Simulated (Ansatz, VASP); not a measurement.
# CdIn3As3S in two plane-wave programs, part 2 of 2

Wanted: the spread between two codes on one cell, functional and k mesh. The cell is generated by rule, not measured, and may not be a known phase. The cell is taken from a series of runs on this material, whose earlier steps may have relaxed, scaled, displaced or heated it; both programs get it as it stands.

VASP 6.6.1 and Ansatz 0.2.0.

So far: Set-up; Ansatz: relaxation of cell and atoms, LDA.

## Step 3: VASP: relaxation of cell and atoms, LDA

Level of this step: LDA; plane waves and PAW (As, Cd, In_d, S); invented cell (VASP).

The same cell, functional (in two slightly different forms), mesh and smearing now go to VASP, with its own data sets.

Lines of VASP's logs that name or quote its potential files are left out, and so is its time.

The input, INCAR:

```
SYSTEM = CdIn3As3S
PREC = Accurate
ENCUT = 500
EDIFF = 1E-07
NELM = 120
ISMEAR = 1
SIGMA = 0.15
LREAL = .FALSE.
ALGO = Normal
GGA = CA
NBANDS = 44
LORBIT = 11
LWAVE = .FALSE.
LCHARG = .FALSE.
ISIF = 3
IBRION = 2
NSW = 80
EDIFFG = -0.005
LASPH = .TRUE.
GGA_COMPAT = .FALSE.
NELMIN = 4
KPAR = 2
```

The input, POSCAR:

```
CdIn3As3S
1.0
    2.9994580000      2.9994580000      0.0000000000
   -3.0139080000      3.0139080000      0.0000000000
    0.0000000000      0.0000000000     11.7657300000
As Cd In S
3 1 3 1
Direct
    0.5000000000      0.0000000000      0.1191388040
    0.0000000000      0.5000000000      0.3754084957
    0.5000000000      0.0000000000      0.6314668108
    0.5000000000      0.5000000000      0.7475616898
    0.0000000000      0.0000000000      0.9947049609
    0.5000000000      0.5000000000      0.2494952714
    0.0000000000      0.0000000000      0.5062036100
    0.0000000000      0.5000000000      0.8760201874
```

The input, KPOINTS:

```
Automatic mesh
0
Gamma
8 8 4
0 0 0
```

PAW data sets: As, Cd, In_d and S (LDA family, release 64).

Launch:

```sh
mpirun -np 2 vasp_std
```

Numbers of over 12 decimals in the logs are rounded to 6 here.

What it wrote:

```text
[banner, memory and clock lines left out]
running    2 mpi-ranks, on    1 nodes
 distrk:  each k-point on    1 cores,    2 groups
 distr:  one band on    1 cores,    1 groups

 POSCAR found type information on POSCAR AsCdInS
 POSCAR found :  4 types and       8 ions
 LDA part: xc-table for (Slater(with rela. corr.)+CA(PZ))
 , standard interpolation
 POSCAR, INCAR and KPOINTS ok, starting setup
 FFT: planning ... GRIDC
 FFT: planning ... GRID_SOFT
 FFT: planning ... GRID
 WAVECAR not read
 entering main loop
       N       E                     dE             d eps       ncg     rms          rms(c)
DAV:   1     0.699357161310E+03    0.69936E+03   -0.31393E+04  6600   0.173E+03
DAV:   2     0.633891816213E+02   -0.63597E+03   -0.62107E+03  6628   0.461E+02
DAV:   3    -0.297632116181E+02   -0.93152E+02   -0.90743E+02  7784   0.187E+02
DAV:   4    -0.354798278724E+02   -0.57166E+01   -0.56798E+01  8112   0.438E+01
DAV:   5    -0.357153011203E+02   -0.23547E+00   -0.23526E+00  9496   0.930E+00    0.118E+01
DAV:   6    -0.342783541445E+02    0.14369E+01   -0.27905E+00  8404   0.196E+01    0.739E+00
DAV:   7    -0.341476885770E+02    0.13067E+00   -0.15700E+00  9688   0.707E+00    0.238E+00
DAV:   8    -0.341302017804E+02    0.17487E-01   -0.20810E-01  9360   0.402E+00    0.964E-01
DAV:   9    -0.341292831007E+02    0.91868E-03   -0.13329E-02  8676   0.840E-01    0.505E-01
DAV:  10    -0.341289163079E+02    0.36679E-03   -0.22437E-03 10172   0.279E-01    0.252E-01
DAV:  11    -0.341289380835E+02   -0.21776E-04   -0.37919E-04  8112   0.116E-01    0.544E-02
DAV:  12    -0.341289254513E+02    0.12632E-04   -0.73522E-05  9832   0.600E-02    0.335E-02
DAV:  13    -0.341289264687E+02   -0.10174E-05   -0.13331E-05  7880   0.177E-02    0.861E-03
DAV:  14    -0.341289263199E+02    0.14880E-06   -0.14456E-06 10028   0.107E-02    0.655E-03
DAV:  15    -0.341289263465E+02   -0.26572E-07   -0.18905E-07  5328   0.231E-03
   1 F= -.34128926E+02 E0= -.34129206E+02  d E =-.341289E+02
[... from here on, the cycles between the ionic steps are left out ...]
   2 F= -.34129405E+02 E0= -.34129681E+02  d E =-.478213E-03
   3 F= -.34129491E+02 E0= -.34129769E+02  d E =-.564618E-03
   4 F= -.34129491E+02 E0= -.34129768E+02  d E =-.564364E-03
   5 F= -.34129532E+02 E0= -.34129810E+02  d E =-.412650E-04
   6 F= -.34129557E+02 E0= -.34129835E+02  d E =-.662096E-04
   7 F= -.34129572E+02 E0= -.34129849E+02  d E =-.148509E-04
   8 F= -.34129576E+02 E0= -.34129854E+02  d E =-.190083E-04
   9 F= -.34129584E+02 E0= -.34129862E+02  d E =-.796267E-05
  10 F= -.34129584E+02 E0= -.34129862E+02  d E =-.810274E-05
 curvature:  -1.60 expect dE=-0.535E-05 dE for cont linesearch -0.232E-07
 trial: gam= 0.30862 g(F)=  0.251E-05 g(S)=  0.833E-06 ort =-0.468E-06 (trialstep = 0.156E+01)
 search vector abs. value=  0.449E-05
 bond charge predicted
       N       E                     dE             d eps       ncg     rms          rms(c)
DAV:   1    -0.341295861660E+02   -0.20626E-05   -0.62576E-04  6700   0.120E-01    0.152E-02
DAV:   2    -0.341295873880E+02   -0.12219E-05   -0.36789E-05  9268   0.372E-02    0.703E-03
DAV:   3    -0.341295866083E+02    0.77971E-06   -0.11545E-06  9312   0.826E-03    0.419E-03
DAV:   4    -0.341295862559E+02    0.35232E-06   -0.40612E-07  7568   0.528E-03    0.120E-03
DAV:   5    -0.341295862495E+02    0.64465E-08   -0.98651E-08  3848   0.235E-03
  11 F= -.34129586E+02 E0= -.34129863E+02  d E =-.221876E-05
 trial-energy change:   -0.000002  1 .order   -0.000002   -0.000005    0.000000
 step:   1.4242(harm=  1.4242)  dis= 0.00050  next Energy=   -34.129586 (dE=-0.228E-05)
 reached required accuracy - stopping structural energy minimisation
```

Parts of OUTCAR (step 3):

```text
ion  position               nearest neighbor table
   1  0.500  0.000  0.119-   5 2.58   5 2.58   6 2.63   6 2.63
   2  0.000  0.500  0.375-   6 2.59   6 2.59   7 2.63   7 2.63
   3  0.500  0.000  0.631-   4 2.53   4 2.53   7 2.58   7 2.58
   4  0.500  0.500  0.748-   3 2.53   3 2.53   8 2.60   8 2.60
   5  0.000  0.000  0.995-   8 2.55   8 2.55   1 2.58   1 2.58
   6  0.500  0.500  0.249-   2 2.59   2 2.59   1 2.63   1 2.63
   7  0.000  0.000  0.506-   3 2.58   3 2.58   2 2.63   2 2.63
   8  0.000  0.500  0.876-   5 2.55   5 2.55   4 2.60   4 2.60

  LATTYP: Found a simple orthorhombic cell.
 ALAT       =     4.2418741834
 B/A-ratio  =     1.0048175370
 C/A-ratio  =     2.7737102732

 Subroutine GETGRP returns: Found  4 space group operations
 (whereof  4 operations were pure point group operations)

The static configuration has the point symmetry C_2v.

 Found     75 irreducible k-points:

   k-points           NKPTS =     75   k-points in BZ     NKDIM =     75   number of bands    NBANDS=     44

   dimension x,y,z NGX =    32 NGY =   32 NGZ =   90
   dimension x,y,z NGXF=    64 NGYF=   64 NGZF=  180

   ENCUT  =  500.0 eV  36.75 Ry    6.06 a.u.   7.73  7.77 21.45*2*pi/ulx,y,z

   NELECT =      72.0000    total number of electrons

 k-points in reciprocal lattice and weights: Automatic mesh
   0.00000000  0.00000000  0.00000000       0.004
   0.12500000  0.00000000  0.00000000       0.008
   0.25000000  0.00000000  0.00000000       0.008
   0.37500000  0.00000000  0.00000000       0.008
   0.50000000  0.00000000  0.00000000       0.004
   0.00000000  0.12500000  0.00000000       0.008
   0.12500000  0.12500000  0.00000000       0.016
   0.25000000  0.12500000  0.00000000       0.016
   0.37500000  0.12500000  0.00000000       0.016
[...]
0.37500000  0.50000000  0.50000000       0.008
   0.50000000  0.50000000  0.50000000       0.004

 average (electrostatic) potential at core
       1 -53.8046       2 -53.4965       3 -53.0607       4 -38.0990       5 -97.0556
       6 -96.6455       7 -96.3035       8 -88.3889

 E-fermi :   4.1197

 k-point     1 :       0.0000    0.0000    0.0000
  band No.  band energies     occupation
    ...
     33       2.7759      2.00000
     34       3.4059      2.00000
     35       3.7443      2.00229
     36       3.7451      2.00235
     37       4.1059      1.15517
     38       5.3077     -0.00000
     39       5.7299     -0.00000
     40       6.1312     -0.00000
     41       6.2927     -0.00000
     42       6.6476     -0.00000
    ...

 k-point     2 :       0.1250    0.0000    0.0000
  band No.  band energies     occupation
    ...
     32       2.2689      2.00000
     33       2.4305      2.00000
     34       2.8322      2.00000
     35       3.4384      2.00000
     36       4.0860      1.36992
     37       4.5712     -0.00018
     38       5.5695     -0.00000
     39       6.0691     -0.00000
     40       6.4261     -0.00000
     41       6.8035     -0.00000
    ...

 k-point     3 :       0.2500    0.0000    0.0000
  band No.  band energies     occupation
    ...
     32       2.2600      2.00000
     33       2.3633      2.00000
     34       2.8917      2.00000
     35       2.9636      2.00000
     36       4.0224      1.88122
     37       4.9322     -0.00000
     38       5.6933     -0.00000
     39       5.9317     -0.00000
     40       6.7075     -0.00000
     41       7.7859      0.00000
    ...

  Total       -0.0011499     -0.0011499      0.0061849     -0.0006225      0.0000000      0.0000000
  in kB       -0.0086304     -0.0086304      0.0464185     -0.0046717      0.0000000      0.0000000
  external PRESSURE =       0.0097193 kB  Pullay stress =       0.0000000 kB

  energy-cutoff  :      500.00
  volume of cell :      213.48
      direct lattice vectors                 reciprocal lattice vectors
     3.003844397  3.003844397  0.000000000     0.166453362  0.166453362  0.000000000
    -3.017444200  3.017444200  0.000000000    -0.165703147  0.165703147  0.000000000
     0.000000000  0.000000000 11.776133217     0.000000000  0.000000000  0.084917518

 POSITION                                       TOTAL-FORCE (eV/Angst)
 -----------------------------------------------------------------------------------
      1.50192      1.50192      1.40336        -0.000000     -0.000000     -0.001129
     -1.50872      1.50872      4.41908         0.000000      0.000000      0.001286
     -1.51552      4.51937      7.43195        -0.000000     -0.000000     -0.000093
     -0.00680      3.01064      8.80409        -0.000000     -0.000000     -0.000401
      0.00000      0.00000     11.71596         0.000000      0.000000      0.000420
     -0.00680      3.01064      2.93758        -0.000000     -0.000000      0.000762
     -3.01744      3.01744      5.95883        -0.000000     -0.000000     -0.000612
     -1.50872      1.50872     10.32174        -0.000000     -0.000000     -0.000233
 -----------------------------------------------------------------------------------
    total drift:                                0.000000     -0.000000      0.000890

  FREE ENERGIE OF THE ION-ELECTRON SYSTEM (eV)
  ---------------------------------------------------
  free  energy   TOTEN  =       -34.1295862495 eV

  energy  without entropy=      -34.1304177388  energy(sigma->0) =      -34.12986341

 reached required accuracy - stopping structural energy minimisation

 total charge
# of ion       s       p       d       tot
------------------------------------------
    1        1.230   1.575   0.023   2.828
    2        1.230   1.566   0.023   2.820
    3        1.221   1.587   0.025   2.833
    4        0.500   0.353   9.524  10.377
    5        0.851   0.695   9.903  11.449
    6        0.866   0.755   9.886  11.507
    7        0.864   0.751   9.888  11.503
    8        1.339   2.351   0.000   3.689
--------------------------------------------------
tot          8.102   9.633  39.271  57.005

[... 3 further parts left out ...]
```

CONTCAR:

```
CdIn3As3S
   1.00000000000000
     3.0038443967611141    3.0038443967611141    0.0000000000000000
    -3.0174441997948072    3.0174441997948072    0.0000000000000000
     0.0000000000000000    0.0000000000000000   11.7761332171715285
  As              Cd              In              S
     3     1     3     1
Direct
     0.5000000000000000    0.0000000000000000    0.1191695627407069
     0.0000000000000000    0.5000000000000000    0.3752576375339277
     0.5000000000000000    1.0000000000000000    0.6311031621072869
     0.5000000000000000    0.5000000000000000    0.7476210940019390
     0.0000000000000000    0.0000000000000000    0.9948906037876972
     0.5000000000000000    0.5000000000000000    0.2494520528846877
     0.0000000000000000    1.0000000000000000    0.5060093348233623
     0.0000000000000000    0.5000000000000000    0.8764963821203995
```

## Step 4: Comparison

Known differences besides the potentials themselves: the two LDA forms differ slightly; the data sets hold 110 valence electrons in Ansatz (on its default PAW (the set named soft_2) files) and 72 in VASP; the cutoff is 420 eV in Ansatz and 500 eV in VASP; VASP's log shows a relativistic correction to its local exchange, Ansatz's none; Ansatz adds a Pulay correction to the stress that steers its cell, VASP none. Total energies have different zeros and are not compared.

Both answers:

```csv
quantity,Ansatz,VASP,difference
volume (Å³),212.70,213.48,-0.36 %
"edge a after relaxation, in the typed setting (Å)",4.242,4.248,-0.14 %
"edge b after relaxation, in the typed setting (Å)",4.263,4.267,-0.09 %
"edge c after relaxation, in the typed setting (Å)",11.761,11.776,-0.13 %
```

## Step 5: Outcome

| Item | Value |
| --- | --- |
| difference in volume (relaxation of cell and atoms, LDA) | -0.36 % |

In words: The difference in volume is -0.36 % (relaxation of cell and atoms, LDA), within the 1.2 % picked in this series as the mark of a large difference, as far as the stopping tolerances let one tell. The data sets hold unlike numbers of valence electrons (110 in Ansatz and 72 in VASP), so part of the differences comes from the potentials. How closely two codes agree says nothing of how well the functional describes the real material.

[Lines on the potential files, build, host, timing and source positions are cut from VASP's logs without a mark.]

[Logs are printed without paths, hosts, clocks, repeated set-up lines and the standing remarks that a program may print on its own settings, such as how far it seeks lower states.]

[Hosts, paths, dates, database ids (printed as entryN), source tags and the programs' standing remarks are cut or masked in the printed files.]
